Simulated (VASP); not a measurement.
MgI2 (1T layered) relaxed at rising pressure, in one space group throughout; other phases were not tried. The pressures are those reached. Calculation: PBEsol GGA, VASP's PBE PAW potentials (set 64) (plane waves; VASP 6.6.1).

Without a dispersion term in the relaxation, distances and binding between the weakly bound layers, chains or molecules are unreliable, and so is what depends on them.

```json
[
 {"P (GPa)": "0.04", "V (Å³/atom)": "34.434", "k-mesh": "6×6×3"},
 {"P (GPa)": "5.01", "V (Å³/atom)": "28.413", "k-mesh": "7×7×4"},
 {"P (GPa)": "10.04", "V (Å³/atom)": "25.961", "k-mesh": "7×7×4"},
 {"P (GPa)": "19.96", "V (Å³/atom)": "23.116", "k-mesh": "7×7×4"},
 {"P (GPa)": "30.01", "V (Å³/atom)": "21.292", "k-mesh": "7×7×4"}
]
```

A change of mesh leaves a small step in the series.

Task: Fit an equation of state and predict the volume at 44.93 GPa.

Result: Least squares on the third-order Birch-Murnaghan form, P = (3B0/2)(y⁷ − y⁵)[1 + (3/4)(B′ − 4)(y² − 1)] with y = (V0/V)^(1/3), gives V0 = 34.294 Å³/atom, B0 = 16 GPa and B′ = 5.8, and so 19.575 Å³/atom. The run gave 19.436 Å³/atom, -0.7 % from the fit.

Pressures at which the relaxation failed are left out.

The compound is MgI2 in the 1T layered structure.
